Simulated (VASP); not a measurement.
Crystal: Ru.

```
Ru
1.0
     2.70783    0.00000    0.00000
    -1.35391    2.34505    0.00000
     0.00000    0.00000    4.26810
Ru
2
Cartesian
  0.0000 1.5634 1.0670
  1.3539 0.7817 3.2011
```

| Quantity | Value |
| --- | --- |
| Program | VASP 6.6.1 |
| Task | relaxation of cell and atoms |
| Functional | PBE |
| Potentials or basis | VASP PAW PBE potentials, release 64 (Ru_pv) |
| Cutoff | 600 eV |
| k mesh | 18 × 18 × 10 |
| Occupations | methfessel-paxton, width 0.1 eV |
| Spin | no spin polarisation |

At the start: pressure 4.9 GPa; volume 13.55 Å³/atom.

Question: How do energy, volume and symmetry change on relaxing?

Answer: Over 16 steps the energy falls by 3.2 meV/atom and the volume is 13.76 Å³/atom (+1.5 %); space group P6_3/mmc (No. 194, to 0.05 Å).

The path:
```csv
step,energy change (eV),largest force (eV/Å),pressure (GPa),volume (Å³)
1,0.0000,0.0000,4.95,27.10
2,0.0462,0.0000,-12.70,28.78
3,-0.0064,0.0000,-0.09,27.53
4,-0.0064,0.0000,-0.05,27.52
5,-0.0064,0.0000,0.04,27.51
6,-0.0064,0.0000,0.12,27.50
7,-0.0064,0.0000,0.10,27.51
8,-0.0064,0.0000,0.10,27.51
9,-0.0064,0.0000,0.08,27.51
10,-0.0064,0.0000,0.08,27.51
11,-0.0064,0.0000,0.09,27.51
12,-0.0064,0.0000,0.09,27.51
13,-0.0064,0.0000,0.09,27.51
14,-0.0064,0.0000,-0.12,27.53
15,-0.0064,0.0000,0.04,27.51
16,-0.0064,0.0000,-0.02,27.52
```

Final structure:
```xyz
2
Lattice="2.7192 0.0000 0.0000 -1.3596 2.3549 0.0000 0.0000 0.0000 4.2970" Properties=species:S:1:pos:R:3 pbc="T T T"
Ru    0.0000    1.5700    1.0742
Ru    1.3596    0.7850    3.2227
```
